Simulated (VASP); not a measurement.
Level of theory: r2SCAN meta-GGA, VASP's PBE PAW potentials (set 64) (plane waves; VASP).

VASP input:

**INCAR**
```
! general
SYSTEM   =  Fe
PREC     =  Accurate
ENCUT    =  520
LREAL    =  .False.
LASPH    =  .True.

! electronic loop
EDIFF    =  1E-7
NELM     =  100
ALGO     =  Normal
LMAXMIX  =  4
LMIXTAU  =  .True.

! smearing
ISMEAR   =  1
SIGMA    =  0.1

! functional
METAGGA  =  R2SCAN

! spin
ISPIN    =  2
MAGMOM   =  2.7

! ions
ISIF     =  2

! output
LWAVE    =  .False.
LCHARG   =  .False.
LORBIT   =  10
```

### KPOINTS
```
Regular mesh
0
G
18 18 18
```

File POSCAR:
```
Fe
1
   -1.4431014626     1.4431014626     1.4431014626
    1.4431014626    -1.4431014626     1.4431014626
    1.4431014626     1.4431014626    -1.4431014626
Fe
1
Direct
  0.0000000000   0.0000000000   0.0000000000
```

POTCAR, in this order: Fe (PBE.64 set). Program: vasp_std.

Question: What does the run give for the energy per atom (σ→0), cell moment, pressure, band gap (on the k-mesh)?

Answer: 
```json
{
 "energy per atom (σ→0)": "-14.355 eV/atom",
 "cell_moment": "2.64 μB",
 "band gap (on the k-mesh)": "none (metal, semimetal or under 0.01 eV)",
 "pressure": "-4.70 GPa"
}
```

**OSZICAR**
```
...
DAV:  12    -0.143552128505E+02    0.94779E-05   -0.12034E-05  7340   0.419E-02    0.747E-02
DAV:  13    -0.143552115621E+02    0.12883E-05   -0.39654E-05  7532   0.961E-02    0.212E-02
DAV:  14    -0.143552034956E+02    0.80665E-05   -0.15987E-05  7375   0.589E-02    0.549E-03
DAV:  15    -0.143552036354E+02   -0.13980E-06   -0.30007E-07  7142   0.854E-03    0.159E-03
DAV:  16    -0.143552038276E+02   -0.19216E-06   -0.64045E-09  3557   0.918E-04    0.134E-03
DAV:  17    -0.143552039651E+02   -0.13749E-06   -0.32623E-08  3532   0.210E-03    0.664E-04
DAV:  18    -0.143552039988E+02   -0.33735E-07   -0.39361E-09  3523   0.724E-04
   1 F= -.14355204E+02 E0= -.14355087E+02  d E =-.350784E-03  mag=     2.6411
```

The compound is Fe in the bcc structure. This cell is one point of a volume scan, at 1.03 of the reference volume.
